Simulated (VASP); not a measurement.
The system is Sn2Ge.

```
CELL_PARAMETERS angstrom
0.00000 3.30000 3.30000
3.30000 0.00000 3.30000
3.30000 3.30000 0.00000
ATOMIC_POSITIONS crystal
Sn 0.25000 0.25000 0.25000
Sn 0.75000 0.75000 0.75000
Ge 0.00000 0.00000 0.00000
```

The cell was built by a generator and needn't be a form met in nature.

| Item | Value |
| --- | --- |
| Program | VASP 6.6.1 |
| Task | relaxation of cell and atoms |
| Functional | PBE |
| Potentials or basis | VASP PAW PBE potentials, release 64 (Sn_d, Ge_d) |
| Cutoff | 520 eV |
| k mesh | 5 × 5 × 5 |
| Occupations | gaussian, width 0.15 eV |
| Spin | no spin polarisation |

At the start: pressure 11.9 GPa; volume 23.96 Å³/atom.

Problem. How do energy, volume and symmetry change on relaxing?

Solution. Over 3 steps the energy falls by 161.0 meV/atom and the volume is 29.03 Å³/atom (+21.2 %); space group Fm-3m (No. 225, to 0.05 Å).

Step by step:
```tsv
step	energy change (eV)	largest force (eV/Å)	pressure (GPa)	volume (Å³)
1	0.0000	0.0000	11.90	71.87
2	-0.4535	0.0000	-1.93	92.01
3	-0.4829	0.0000	0.31	87.08
```

Final structure:
```
CELL_PARAMETERS angstrom
0.00000 3.51804 3.51804
3.51804 0.00000 3.51804
3.51804 3.51804 0.00000
ATOMIC_POSITIONS crystal
Sn 0.25000 0.25000 0.25000
Sn 0.75000 0.75000 0.75000
Ge 0.00000 0.00000 0.00000
```

Caveat: the volume moved by over 15 % at a fixed basis, so the end points are rough.
